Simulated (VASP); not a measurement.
Data:

```
CELL_PARAMETERS angstrom
      3.56409     0.00000     0.00000
      0.00000     3.56409     0.00000
      0.00000     0.00000     3.56409
ATOMIC_POSITIONS crystal
  Al 0.00000 0.00000 0.00000
  Ni 0.00000 0.50000 0.50000
  Ni 0.50000 0.00000 0.50000
  Ni 0.50000 0.50000 0.00000
```
Starting moments (μB, in the order of the record's atoms Al Ni Ni Ni): 0.0 0.3 0.3 0.3.

Level of theory: PBE GGA, VASP's PBE PAW potentials (set 64) (plane waves; VASP 6.6.1). Run with 400 eV cut-off, 10×10×10 Γ-centred mesh, tetrahedra with Blöchl corrections, potentials Al Ni.

The cores are frozen, which limits the accuracy of field gradients.

Give the principal components of the electric field gradient (V/Å²) and the asymmetry η at each nucleus.

```
atom  Vxx  Vyy    Vzz     η
----  ---  ---  -----  ----
Al1   0.0  0.0    0.0     -
Ni2   5.7  5.7  -11.4  0.00
Ni3   5.7  5.7  -11.4  0.00
Ni4   5.7  5.7  -11.4  0.00
```

The compound is Ni3Al in the L1_2 structure. It was relaxed first.
